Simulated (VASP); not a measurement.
Data:

```xyz
3
Lattice="0.0000 3.2495 3.2495 3.2495 0.0000 3.2495 3.2495 3.2495 0.0000" Properties=species:S:1:pos:R:3 pbc="T T T"
Na     1.6247     1.6247     1.6247
Na     4.8742     4.8742     4.8742
S      0.1000     3.2495     3.2495
```

The numbers are results of PBEsol GGA, VASP's PBE PAW potentials (set 64) (plane waves; VASP), not measurements. Settings: 480 eV cut-off, 6×6×6 Γ-centred mesh, Gaussian smearing of 0.050 eV, potentials Na_pv S.

Question: Which forces act on the atoms, in eV/Å?

Answer: 
```tsv
atom	Fx	Fy	Fz
Na1	0.149	0.000	0.000
Na2	0.149	0.000	0.000
S3	-0.297	0.000	0.000
```

Question: Give the stress tensor in GPa (positive for a compressed cell).

Answer: 
```
0.07  0.00  0.00
0.00  0.19  0.00
0.00  0.00  0.19
```
The pressure is its mean diagonal, 0.15 GPa.

The compound is Na2S in the antifluorite structure. This cell was strained or had an atom moved on purpose.
